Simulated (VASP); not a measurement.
Consider the following.

```
CELL_PARAMETERS angstrom
      0.00000     2.32000     2.32000
      2.32000     0.00000     2.32000
      2.32000     2.32000     0.00000
ATOMIC_POSITIONS crystal
  Hf 0.00000 0.00000 0.00000
  C  0.50000 0.50000 0.50000
```

Level of theory: LDA (Ceperley-Alder, Perdew-Zunger), VASP's LDA PAW potentials (set 64) (plane waves; VASP). Numerical set-up: 520 eV cut-off, 12×12×12 Γ-centred mesh, first-order Methfessel-Paxton smearing of 0.10 eV, potentials Hf_pv C.

Energy and stress use the plane-wave basis of the starting cell.

Problem. The ions, cell shape and volume are relaxed. What does this cell relax into?

Solution. 
```
CELL_PARAMETERS angstrom
      0.00000     2.28857     2.28857
      2.28857     0.00000     2.28857
      2.28857     2.28857     0.00000
ATOMIC_POSITIONS crystal
  Hf 0.00000 0.00000 0.00000
  C  0.50000 0.50000 0.50000
```
Space group Fm-3m (225), at a tolerance of 0.03 Å.

Problem. How do energy and volume change from the first to the last step?

Solution. The energy (σ→0) changes by -16.4 meV/atom and the volume by -4.0 %, in 4 ionic steps.

The compound is HfC in the rock salt structure. This run relaxes it. Symmetry was kept, so distortions that lower it aren't found.
